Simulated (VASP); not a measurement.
**Zr (space group Im-3m): computed properties**

Computed with r2SCAN+rVV10, VASP's PBE PAW potentials (set 64) (plane waves; VASP).

```
Property                                                              Result
----------------------------------  ----------------------------------------
space group                                                      Im-3m (229)
cell                                a = b = c = 3.5675 Å, α = β = γ = 90.00°
volume per atom                                               22.70 Å^3/atom
band gap (over mesh and band path)  none (metal, semimetal or under 0.01 eV)
band gap with spin-orbit coupling                            none (metallic)
density                                                           6.67 g/cm³
```

```xyz
1
Lattice="-1.7837 1.7837 1.7837 1.7837 -1.7837 1.7837 1.7837 1.7837 -1.7837" Properties=species:S:1:pos:R:3 pbc="T T T"
Zr     0.0000     0.0000     0.0000
```

The structure comes from a measured Zr entry (Im-3m) of the Crystallography Open Database, whose conditions weren't checked. It was relaxed first. Symmetry was kept, so distortions that lower it aren't found.
